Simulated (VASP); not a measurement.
The system is AgCl.

```xyz
2
Lattice="0.0000 2.7727 2.7727 2.7727 0.0000 2.7727 2.7727 2.7727 0.0000" Properties=species:S:1:pos:R:3 pbc="T T T"
Ag    0.0000    0.0000    0.0000
Cl    2.7727    2.7727    2.7727
```

The cell is a database's computed one.

```yaml
Program: VASP 6.6.1
Task: relaxation of cell and atoms
Functional: PBE
Potentials_or_basis: VASP PAW PBE potentials, release 64 (Ag, Cl)
Cutoff: 600 eV
k_mesh: 8 × 8 × 8
Occupations: gaussian, width 0.02 eV
Spin: no spin polarisation
```

At the start: pressure 1.5 GPa; volume 21.32 Å³/atom.

Task: How do energy, volume and symmetry change on relaxing?

Result: Over 3 steps the energy falls by 3.3 meV/atom and the volume is 22.03 Å³/atom (+3.4 %); space group Fm-3m (No. 225, to 0.05 Å).

The path:
```tsv
step	energy change (eV)	largest force (eV/Å)	pressure (GPa)	volume (Å³)
1	0.0000	0.0000	1.53	42.63
2	-0.0065	0.0000	0.15	43.90
3	-0.0066	0.0000	0.00	44.06
```

Final structure:
```
Ag Cl
1.0
     0.00000    2.80335    2.80335
     2.80335    0.00000    2.80335
     2.80335    2.80335    0.00000
Ag Cl
1 1
Direct
  0.00000 0.00000 0.00000
  0.50000 0.50000 0.50000
```
